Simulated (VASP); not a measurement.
Level of theory: r2SCAN meta-GGA, VASP's PBE PAW potentials (set 64) (plane waves; VASP 6.6.1).

VASP input:

**POSCAR**
```
NaCl
1
   -0.0000000000     2.7978992461     2.7978992461
    2.7978992461    -0.0000000000     2.7978992461
    2.7978992461     2.7978992461    -0.0000000000
Na Cl
1 1
Direct
  0.0000000000   0.0000000000   0.0000000000
  0.5000000000   0.5000000000   0.5000000000
```

### INCAR
```
ALGO  =  Normal
EDIFF  =  1E-6
EDIFFG  =  -0.01
ENCUT  =  520
IBRION  =  2
ISIF  =  3
ISMEAR  =  0
LASPH  =  .TRUE.
LCHARG  =  .FALSE.
LMIXTAU  =  .TRUE.
LREAL  =  .FALSE.
LWAVE  =  .FALSE.
METAGGA  =  R2SCAN
NELM  =  100
NSW  =  60
PREC  =  Accurate
SIGMA  =  0.05
SYSTEM  =  NaCl
```

File KPOINTS:
```
Automatic mesh
0
Gamma
7 7 7
0 0 0
```

POTCAR, in this order: Na_pv Cl (PBE.64 set). Program: vasp_std.

Question: What will the output report for the number of irreducible k-points (NKPTS), largest plane-wave count, number of space-group operations, FFT grid (NGX, NGY, NGZ)?

Answer: 
```json
{
  "number of irreducible k-points (NKPTS)": "20",
  "largest_plane_wave_count": "1243",
  "number_of_space_group_operations": "48",
  "FFT grid (NGX, NGY, NGZ)": "30 × 30 × 30"
}
```

The compound is NaCl in the rock salt structure. It was relaxed first. The start is the result of an earlier pass.
